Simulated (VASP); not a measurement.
Output of a VASP run:

### OUTCAR
```
 ion  position               nearest neighbor table
   1  0.000  0.000  0.000-   3 2.28   4 2.28   4 2.28   3 2.28   4 2.28   3 2.28   2 2.63   2 2.63
  LATTYP: Found a hexagonal cell.
 ALAT       =     3.2195371329
 C/A-ratio  =     1.6336141431
 Subroutine PRICEL returns:
 Original cell was already a primitive cell.
 Subroutine GETGRP returns: Found 24 space group operations
The static configuration has the point symmetry D_3d.
 The point group associated with its full space group is D_6h.
The dynamic configuration has the point symmetry D_3d.
 Subroutine INISYM returns: Found 24 space group operations
 Subroutine IBZKPT returns following result:
 Found     76 irreducible k-points:

 Following reciprocal coordinates:
            Coordinates               Weight
  0.000000  0.000000  0.000000      1.000000
  0.083333  0.000000  0.000000      6.000000
  0.166667  0.000000  0.000000      6.000000
  0.250000  0.000000  0.000000      6.000000
  0.333333 -0.000000  0.000000      6.000000
  0.416667 -0.000000  0.000000      6.000000
  0.500000  0.000000  0.000000      3.000000
  0.083333  0.083333  0.000000      6.000000
  0.166667  0.083333  0.000000     12.000000
  0.250000  0.083333  0.000000     12.000000
  0.333333  0.083333  0.000000     12.000000
  0.416667  0.083333  0.000000     12.000000
  0.166667  0.166667  0.000000      6.000000
  0.250000  0.166667  0.000000     12.000000
  0.333333  0.166667  0.000000     12.000000
  0.416667  0.166667  0.000000      6.000000
  0.250000  0.250000  0.000000      6.000000
  0.333333  0.250000  0.000000     12.000000
  0.333333  0.333333  0.000000      2.000000
  0.000000  0.000000  0.142857      2.000000
  0.083333  0.000000  0.142857     12.000000
  0.166667  0.000000  0.142857     12.000000
  0.250000  0.000000  0.142857     12.000000
  0.333333 -0.000000  0.142857     12.000000
  0.416667 -0.000000  0.142857     12.000000
  0.500000  0.000000  0.142857      6.000000
  0.083333  0.083333  0.142857     12.000000
  0.166667  0.083333  0.142857     24.000000
  0.250000  0.083333  0.142857     24.000000
  0.333333  0.083333  0.142857     24.000000
  0.416667  0.083333  0.142857     24.000000
  0.166667  0.166667  0.142857     12.000000
  0.250000  0.166667  0.142857     24.000000
  0.333333  0.166667  0.142857     24.000000
  0.416667  0.166667  0.142857     12.000000
  0.250000  0.250000  0.142857     12.000000
  0.333333  0.250000  0.142857     24.000000
  0.333333  0.333333  0.142857      4.000000
  0.000000  0.000000  0.285714      2.000000
  0.083333  0.000000  0.285714     12.000000
   k-points           NKPTS =     76   k-points in BZ     NKDIM =     76   number of bands    NBANDS=     17
   number of dos      NEDOS =    601   number of ions     NIONS =      4
   total plane-waves  NPLWV =  23040
   dimension x,y,z NGX =    24 NGY =   24 NGZ =   40
   dimension x,y,z NGXF=    48 NGYF=   48 NGZF=   80
   ions per type =               2   2
   PREC   = accura    normal or accurate (medium, high low for compatibility)
   ISTART =      0    job   : 0-new  1-cont  2-samecut
   ICHARG =      2    charge: 1-file 2-atom 10-const
   ISPIN  =      1    spin polarized calculation?
   LNONCOLLINEAR =      F non collinear calculations
   LSORBIT =      F    spin-orbit coupling
   INIWAV =      1    electr: 0-lowe 1-rand  2-diag
   ENCUT  =  520.0 eV  38.22 Ry    6.18 a.u.   5.99  5.99  9.78*2*pi/ulx,y,z
   NELM   =    100;   NELMIN=  2; NELMDL= -5     # of ELM steps
   EDIFF  = 0.1E-06   stopping-criterion for ELM
   LREAL  =      F    real-space projection
   NLSPLINE    = F    spline interpolate recip. space projectors
   LMAXMIX     =    6 max onsite mixed and CHGCAR
   VOSKOWN=      0    Vosko Wilk Nusair interpolation
   EDIFFG = 0.1E-05   stopping-criterion for IOM
   NSW    =      0    number of steps for IOM
   NBLOCK =      1;   KBLOCK =      1    inner block; outer block
...
```

### OSZICAR
```
       N       E                     dE             d eps       ncg     rms          rms(c)
DAV:   1     0.124241859260E+03    0.12424E+03   -0.13162E+04  2664   0.143E+03
DAV:   2    -0.234994927054E+02   -0.14774E+03   -0.14495E+03  3177   0.280E+02
DAV:   3    -0.280666518266E+02   -0.45672E+01   -0.44844E+01  3076   0.473E+01
DAV:   4    -0.281169179177E+02   -0.50266E-01   -0.49820E-01  3358   0.489E+00
DAV:   5    -0.281172813821E+02   -0.36346E-03   -0.36319E-03  3286   0.439E-01    0.239E+01
DAV:   6    -0.256359868744E+02    0.24813E+01   -0.17149E+01  2824   0.319E+01    0.906E+00
DAV:   7    -0.254366621932E+02    0.19932E+00   -0.12939E+00  2778   0.103E+01    0.561E+00
DAV:   8    -0.254040275046E+02    0.32635E-01   -0.51462E-02  3163   0.173E+00    0.881E-01
DAV:   9    -0.254000182164E+02    0.40093E-02   -0.11884E-02  3115   0.898E-01    0.143E-01
DAV:  10    -0.254000442130E+02   -0.25997E-04   -0.66892E-04  3012   0.185E-01    0.508E-02
DAV:  11    -0.254000308102E+02    0.13403E-04   -0.19500E-05  3324   0.341E-02    0.838E-03
DAV:  12    -0.254000359803E+02   -0.51701E-05   -0.40401E-06  2950   0.143E-02    0.215E-03
DAV:  13    -0.254000365744E+02   -0.59414E-06   -0.18787E-07  2210   0.318E-03    0.617E-04
DAV:  14    -0.254000364884E+02    0.86044E-07   -0.21143E-08  1508   0.111E-03
   1 F= -.25400036E+02 E0= -.25400036E+02  d E =0.000000E+00
```

### OUTCAR
```
------------------------ aborting loop because EDIFF is reached ----------------------------------------
  FORCE on cell =-STRESS in cart. coord.  units (eV):
  Direction    XX          YY          ZZ          XY          YZ          ZX
  --------------------------------------------------------------------------------------
  Total        0.1478056      0.1478057     -0.0781986     -0.0000000      0.0000000     -0.0000000
  in kB        5.0158105      5.0158110     -2.6536844     -0.0000000      0.0000000     -0.0000000
  external PRESSURE =       2.4593124 kB  Pullay stress =       0.0000000 kB
  volume of cell :       47.21
      direct lattice vectors                 reciprocal lattice vectors
     3.219537133  0.000000000  0.000000000     0.310603655  0.179327094  0.000000000
    -1.609768567  2.788201101  0.000000000     0.000000000  0.358654187  0.000000000
     0.000000000  0.000000000  5.259481395     0.000000000  0.000000000  0.190132814
 POSITION                                       TOTAL-FORCE (eV/Angst)
 -----------------------------------------------------------------------------------
      0.00000      0.00000      0.00000        -0.000000      0.000000      0.000000
      0.00000      0.00000      2.62974        -0.000000      0.000000      0.000000
     -0.00000      1.85880      1.31487        -0.000000      0.000000      0.000000
      1.60977      0.92940      3.94461         0.000000     -0.000000     -0.000000
 -----------------------------------------------------------------------------------
    total drift:                                0.000000     -0.000000     -0.000000
  FREE ENERGIE OF THE ION-ELECTRON SYSTEM (eV)
  ---------------------------------------------------
  free  energy   TOTEN  =       -25.4000364884 eV

  energy  without entropy=      -25.4000364884  energy(sigma->0) =      -25.40003649

 total charge

# of ion       s       p       d       tot
------------------------------------------
    1        0.738   0.770   8.092   9.600
    2        0.738   0.770   8.092   9.600
    3        0.683   0.970   0.000   1.654
    4        0.683   0.970   0.000   1.654
--------------------------------------------------
tot          2.843   3.480  16.184  22.507

 Electric field gradients after diagonalization (V/A^2)
 (convention: |V_zz| > |V_xx| > |V_yy|)
----------------------------------------------------------------------
 ion       V_xx      V_yy      V_zz     asymmetry (V_yy - V_xx)/ V_zz
----------------------------------------------------------------------
   1     163.050   163.049  -326.099       0.000
   2     163.050   163.049  -326.099       0.000
   3      -0.756    -0.755     1.511       0.000
   4      -0.756    -0.755     1.511       0.000
```
(Selected blocks of OUTCAR.)

**POSCAR**
```
PtB
1
    3.2195371329     0.0000000000     0.0000000000
   -1.6097685665     2.7882011009    -0.0000000000
    0.0000000000    -0.0000000000     5.2594813946
Pt B
2 2
Direct
  0.0000000000   1.0000000000   0.0000000000
  0.0000000000   1.0000000000   0.5000000000
  0.3333330000   0.6666670000   0.2500000000
  0.6666670000   0.3333330000   0.7500000000
```

Q: Reconstruct the remaining input files.

A: One answer among several that fit: the input of the run itself, PBE GGA, plane waves, VASP's PBE PAW potentials (set 64).

File KPOINTS:
```
Automatic mesh
0
Gamma
12 12 7
0 0 0
```

INCAR:
```
# general
SYSTEM   =  PtB
PREC     =  Accurate
ENCUT    =  520
LREAL    =  .FALSE.
LASPH    =  .TRUE.

# electronic loop
EDIFF    =  1E-7
NELM     =  100
ALGO     =  Normal
LMAXMIX  =  6

# smearing
ISMEAR   =  -5

# functional
GGA      =  PE

# ions
ISIF     =  2

# output
LWAVE    =  .FALSE.
LCHARG   =  .TRUE.
LORBIT   =  11
NEDOS    =  601

# other
LEFG     =  .TRUE.
```

POTCAR, in this order: Pt B (PBE.64 set). Program: vasp_std.

For a metal the tetrahedron method with Blöchl corrections gives inexact stress and forces.

The structure was generated: PtB was put into the NiAs type type (P6_3/mmc), which need not be its known phase. It was relaxed first, which changed the volume by -9 %.
